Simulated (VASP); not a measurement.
The system is GaB.

```
CELL_PARAMETERS angstrom
2.71824 0.00000 0.00000
0.00000 2.71824 0.00000
0.00000 0.00000 3.23621
ATOMIC_POSITIONS crystal
Ga 0.50000 0.50000 0.50000
B 0.00000 0.00000 0.00000
```

The cell was built by a generator and needn't be a form met in nature.

| Quantity | Value |
| --- | --- |
| Program | VASP 6.6.1 |
| Task | relaxation of cell and atoms |
| Functional | PBEsol |
| Dispersion | D3 |
| Potentials or basis | VASP PAW PBE potentials, release 64 (Ga_d, B) |
| Cutoff | 600 eV |
| k mesh | 10 × 10 × 8 |
| Occupations | fermi-dirac, width 0.05 eV |
| Spin | no spin polarisation |

At the start: pressure -6.0 GPa; volume 11.96 Å³/atom.

Task: How do energy, volume and symmetry change on relaxing?

Result: Over 6 steps the energy falls by 14.1 meV/atom and the volume is 11.22 Å³/atom (-6.2 %); space group P4/mmm (No. 123, to 0.05 Å).

The path:
| step | energy change (eV) | largest force (eV/Å) | pressure (GPa) | volume (Å³) |
| --- | --- | --- | --- | --- |
| 1 | 0.0000 | 0.0000 | -5.95 | 23.91 |
| 2 | -0.0257 | 0.0000 | 1.05 | 22.41 |
| 3 | -0.0262 | 0.0000 | -0.08 | 22.59 |
| 4 | -0.0262 | 0.0000 | 0.14 | 22.56 |
| 5 | -0.0274 | 0.0000 | -0.05 | 22.53 |
| 6 | -0.0282 | 0.0000 | 0.18 | 22.43 |

Final structure:
```
Ga B
1.0
     2.63574    0.00000    0.00000
     0.00000    2.63574    0.00000
     0.00000    0.00000    3.22883
Ga B
1 1
Direct
  0.50000 0.50000 0.50000
  0.00000 0.00000 0.00000
```

Caveat: the PAW data sets were made with another functional, which shifts forces and pressure a little; pairwise dispersion overbinds metals, which lowers pressure and volume.
